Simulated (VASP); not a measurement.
The system is SCdClH, in a box.

```
S Cd Cl H
1.0
    14.00000    0.00000    0.00000
     0.00000   12.00000    0.00000
     0.00000    0.00000   12.00000
S Cd Cl H
1 1 1 1
Direct
  0.35512 0.51171 0.45799
  0.50291 0.45577 0.52615
  0.64674 0.39866 0.59404
  0.39075 0.60484 0.41163
```

Base run:

```yaml
Program: VASP 6.6.1
Functional: B3LYP
Dispersion: TS
Potentials_or_basis: VASP PAW PBE potentials, release 64 (S, Cd, Cl, H)
Cutoff: 520 eV
k_mesh: 1 × 1 × 1
Occupations: gaussian, width 0.01 eV
Spin: no spin polarisation
```

Its results: gap between the frontier levels 5.26 eV; largest force 0.386 eV/Å.

**Question.** The run is repeated on the same cell with these changes: functional from B3LYP to PBE. What comes out?

**Answer.** Gap between the frontier levels 3.78 eV; largest force 0.290 eV/Å.

B3LYP gives the wider gap, since exact exchange removes part of the self-interaction.

Caveats: the PAW data sets were made with another functional, which shifts forces and pressure a little (some runs).

